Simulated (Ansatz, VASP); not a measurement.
# Two plane-wave programs on Sc3AlP

File INCAR:

```
SYSTEM = Sc3AlP
  ALGO = Normal
  EDIFF = 1E-6
  EDIFFG = -0.01
  ENCUT = 600
  GGA = PE
  IBRION = 2
  ISIF = 3
  ISMEAR = 0
  LASPH = .True.
  LCHARG = .False.
  LREAL = .False.
  LWAVE = .False.
  NELM = 100
  NSW = 100
  PREC = Accurate
  SIGMA = 0.1
```

Contents of KPOINTS:

```
k-points
0
Gamma
  8 8 8
  0 0 0
```

Contents of POSCAR:

```
Sc3AlP
1.0
    4.8591427828      0.0000000000      0.0000000000
    0.0000000000      4.8591427828      0.0000000000
    0.0000000000      0.0000000000      4.8591427828
Sc Al P
3 1 1
Direct
    0.5000000000      0.0000000000      0.0000000000
    0.0000000000      0.5000000000      0.0000000000
    0.0000000000      0.0000000000      0.5000000000
    0.5000000000      0.5000000000      0.5000000000
    0.0000000000      0.0000000000      0.0000000000
```

Input for Ansatz:

```yaml
crystal:
  lattice:
    - [4.8591427828, 0.0, 0.0]
    - [0.0, 4.8591427828, 0.0]
    - [0.0, 0.0, 4.8591427828]
  atoms:
    - { symbol: Sc, position: [0.5, 0.0, 0.0] }
    - { symbol: Sc, position: [0.0, 0.5, 0.0] }
    - { symbol: Sc, position: [0.0, 0.0, 0.5] }
    - { symbol: Al, position: [0.5, 0.5, 0.5] }
    - { symbol: P, position: [0.0, 0.0, 0.0] }
basis:
  ecutwfc: 420
kpoints:
  mp_grid: { grid: [8, 8, 8] }
hamiltonian:
  xc: pbe
scf:
  occupations: { method: gaussian, width: 0.1 }
output:
  forces: true
  stress: true
  eigenvalues: true
  write_density: true
  write_potential: true
  elf: true
  volumetric_format: npy
relax:
  adjacent_minimum: "off"
  f_tol: 0.01
  max_steps: 80
  cell: { stress_tol: 0.05 }
```

Change from the starting cell: species swapped into the MgNi3B type (Pm-3m, No. 221).

Alike in both runs: task relaxation of cell and atoms; functional PBE; k mesh 8 × 8 × 8; occupations gaussian, width 0.1 eV; no spin polarisation.

|  | VASP | Ansatz |
| --- | --- | --- |
| version | VASP 6.6.1 | Ansatz 0.2.0 |
| potentials or method | VASP PAW PBE potentials, release 64 (Sc_sv, Al, P) | scalar-relativistic, plane waves, PAW |
| plane-wave cutoff (eV) | 600 | 420 |
| valence electrons in the cell | 41 | 41 |

VASP gave:

* gap on the k mesh at the Fermi level, each at its own relaxed structure (eV): none
* relaxed volume (Å³/atom): 23.00
* relaxed cell length with the largest relative difference (Å): 4.863

Task: Which values does Ansatz return?

Result: gap on the k mesh at the Fermi level, each at its own relaxed structure (eV): none; relaxed volume (Å³/atom): 22.95; relaxed cell length with the largest relative difference (Å): 4.859.

A gap of «none» marks a metal or a gap that the smearing closes.
